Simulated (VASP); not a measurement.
Given:

```
CELL_PARAMETERS angstrom
      4.15335     0.00000     0.00000
     -2.07667     3.59691     0.00000
      0.00000     0.00000    17.40652
ATOMIC_POSITIONS crystal
  Sb 0.66667 0.33333 0.54040
  Sb 0.33333 0.66667 0.45960
```

All values below come from PBEsol GGA, VASP's PBE PAW potentials (set 64) (plane waves; VASP). Run with 400 eV cut-off, 9×9×1 Γ-centred mesh, first-order Methfessel-Paxton smearing of 0.10 eV, potentials Sb.

The cell holds a wide vacuum, so values per volume refer to the whole cell.

Question: The ions and cell shape at fixed volume are relaxed. Predict the relaxed structure.

Answer: 
```
CELL_PARAMETERS angstrom
      4.04339     0.00000     0.00000
     -2.02169     3.50168     0.00000
      0.00000     0.00000    18.36614
ATOMIC_POSITIONS crystal
  Sb 0.66667 0.33333 0.54481
  Sb 0.33333 0.66667 0.45519
```

Question: How much energy does the relaxation gain?

Answer: The energy (σ→0) changes by -106.7 meV/atom, in 10 ionic steps.

```
step  E(σ→0) (eV)  max force (eV/Å)  pressure (GPa)  volume (Å³)
----  -----------  ----------------  --------------  -----------
1         -8.5191             1.907            0.87       260.04
2         -8.7269             0.102           -0.24       260.04
3         -8.7270             0.066           -0.22       260.04
4         -8.7269             0.028           -0.20       260.04
5         -8.7294             0.034           -0.16       260.04
6         -8.7319             0.048           -0.09       260.04
7         -8.7299             0.076            0.07       260.04
8         -8.7324             0.053           -0.04       260.04
9         -8.7325             0.031            0.02       260.04
10        -8.7325             0.002           -0.01       260.04
```

The cell is a sheet with vacuum, built from a generated structure.
